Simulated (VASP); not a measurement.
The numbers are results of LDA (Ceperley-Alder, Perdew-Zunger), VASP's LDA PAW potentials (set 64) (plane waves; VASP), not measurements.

The input files of a VASP run:

INCAR:
```
! general
SYSTEM  = CuAu
PREC    = Accurate
ENCUT   = 500
LREAL   = .FALSE.
LASPH   = .TRUE.

! electronic loop
EDIFF   = 1E-6
NELM    = 100
ALGO    = Normal
LMAXMIX = 6

! smearing
ISMEAR  = 1
SIGMA   = 0.1

! ions
IBRION  = 2
NSW     = 40
ISIF    = 3
EDIFFG  = -0.02
PSTRESS = 300

! output
LWAVE   = .FALSE.
LCHARG  = .FALSE.
```

File POSCAR:
```
CuAu
1
    2.7067638005     0.0000000000    -0.0000000000
    0.0000000000     2.7067638005    -0.0000000000
   -0.0000000000     0.0000000000     3.4645029182
Cu Au
1 1
Direct
  0.0000000000   0.0000000000   0.0000000000
  0.5000000000   0.5000000000   0.5000000000
```

**KPOINTS**
```
Automatic mesh
0
G
 13 13 11
0 0 0
```

POTCAR, in this order: Cu Au (LDA.64 set). Program: vasp_std.

Energy and stress use the plane-wave basis of the starting cell. Unless said otherwise, spin-orbit coupling is left out, though it shifts the bands of the heavy elements here.

Problem. What does the run give for the energy per atom (σ→0), volume per atom, band gap (on the k-mesh)?

Solution. 
```
Item                                                        Result
------------------------  ----------------------------------------
energy per atom (σ→0)                               -4.507 eV/atom
band gap (on the k-mesh)  none (metal, semimetal or under 0.01 eV)
volume per atom                                      12.30 Å³/atom
```

**OSZICAR**
```
...
       N       E                     dE             d eps       ncg     rms          rms(c)
DAV:   1    -0.901382302447E+01    0.48586E-02   -0.79320E-03  5299   0.199E+00    0.168E-01
DAV:   2    -0.901352986446E+01    0.29316E-03   -0.29464E-03  5215   0.193E+00    0.802E-02
DAV:   3    -0.901340391694E+01    0.12595E-03   -0.11356E-03  5576   0.136E+00    0.647E-02
DAV:   4    -0.901338222472E+01    0.21692E-04   -0.57339E-05  7280   0.262E-01    0.332E-02
DAV:   5    -0.901337690318E+01    0.53215E-05   -0.14943E-05  7329   0.134E-01    0.401E-03
DAV:   6    -0.901337671987E+01    0.18331E-06   -0.11036E-06  2674   0.330E-02
  12 F= -.44073613E+01 E0= -.44072725E+01  d E =-.466818E-04
```

The compound is CuAu in the L1_0 structure. This run relaxes it under an external pressure of 30 GPa. Symmetry was kept, so distortions that lower it aren't found.
